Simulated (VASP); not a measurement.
Level of theory: LDA (Ceperley-Alder, Perdew-Zunger), VASP's LDA PAW potentials (set 64) (plane waves; VASP).

A VASP calculation is set up with these files.

**POSCAR**
```
Si
1
    0.0000000000     2.5688967465     2.5688967465
    2.5688967465     0.0000000000     2.5688967465
    2.5688967465     2.5688967465    -0.0000000000
Si
2
Direct
  0.0000000000   0.0000000000   0.0000000000
  0.2500000000   0.2500000000   0.2500000000
```

**INCAR**
```
! general
SYSTEM   =  Si
PREC     =  Accurate
ENCUT    =  500
LREAL    =  .FALSE.
LASPH    =  .TRUE.

! electronic loop
EDIFF    =  1E-6
NELM     =  100
ALGO     =  Normal

! smearing
ISMEAR   =  0
SIGMA    =  0.05

! ions
IBRION   =  2
NSW      =  40
ISIF     =  3
EDIFFG   =  -0.02
PSTRESS  =  200

! output
LWAVE    =  .FALSE.
LCHARG   =  .FALSE.
```

File KPOINTS:
```
Automatic
0
G
9 9 9
```

POTCAR, in this order: Si (LDA.64 set). Program: vasp_std.

What VASP printed:

**OSZICAR**
```
       N       E                     dE             d eps       ncg     rms          rms(c)
DAV:   1     0.728332698436E+01    0.72833E+01   -0.33259E+03   560   0.766E+02
DAV:   2    -0.117794253930E+02   -0.19063E+02   -0.18573E+02   872   0.869E+01
DAV:   3    -0.120051928368E+02   -0.22577E+00   -0.22577E+00   680   0.122E+01
DAV:   4    -0.120062908205E+02   -0.10980E-02   -0.10980E-02   968   0.940E-01
DAV:   5    -0.120062911482E+02   -0.32773E-06   -0.32773E-06   672   0.162E-02    0.620E+00
DAV:   6    -0.117282490072E+02    0.27804E+00   -0.21329E-01   648   0.239E+00    0.378E+00
DAV:   7    -0.116148945551E+02    0.11335E+00   -0.33227E-01   664   0.302E+00    0.480E-01
DAV:   8    -0.116147075123E+02    0.18704E-03   -0.97856E-03   656   0.752E-01    0.864E-02
DAV:   9    -0.116146646456E+02    0.42867E-04   -0.33443E-04   848   0.121E-01    0.680E-02
DAV:  10    -0.116146663850E+02   -0.17394E-05   -0.16467E-05   664   0.295E-02    0.569E-02
DAV:  11    -0.116146663123E+02    0.72682E-07   -0.93952E-07   624   0.748E-03
   1 F= -.73822405E+01 E0= -.73822163E+01  d E =-.738224E+01
```

**OUTCAR**
```
------------------------ aborting loop because EDIFF is reached ----------------------------------------
  FORCE on cell =-STRESS in cart. coord.  units (eV):
  Direction    XX          YY          ZZ          XY          YZ          ZX
  --------------------------------------------------------------------------------------
  Total        4.2266865      4.2266865      4.2266865     -0.0000000     -0.0000000      0.0000000
  in kB      199.7287951    199.7287951    199.7287951     -0.0000000     -0.0000000      0.0000000
  external PRESSURE =      -0.2712049 kB  Pullay stress =     200.0000000 kB
  volume of cell :       33.91
      direct lattice vectors                 reciprocal lattice vectors
     0.000000000  2.568896747  2.568896747    -0.194636083  0.194636083  0.194636083
     2.568896747  0.000000000  2.568896747     0.194636083 -0.194636083  0.194636083
     2.568896747  2.568896747  0.000000000     0.194636083  0.194636083 -0.194636083
 POSITION                                       TOTAL-FORCE (eV/Angst)
 -----------------------------------------------------------------------------------
      0.00000      0.00000      0.00000         0.000000     -0.000000     -0.000000
      1.28445      1.28445      1.28445        -0.000000      0.000000      0.000000
 -----------------------------------------------------------------------------------
    total drift:                                0.000000      0.000000     -0.000000
  FREE ENERGIE OF THE ION-ELECTRON SYSTEM (eV)
  ---------------------------------------------------
  free  energy   TOTEN  =       -11.6146663123 eV

  energy  without entropy=      -11.6146178474  energy(sigma->0) =      -11.61464208
  enthalpy is  TOTEN    =        -7.3822404932 eV   P V=        4.2324258192

 reached required accuracy - stopping structural energy minimisation
```
(Selected blocks of OUTCAR.)

The compound is Si in the diamond structure. It was relaxed first under an external pressure of 20 GPa.
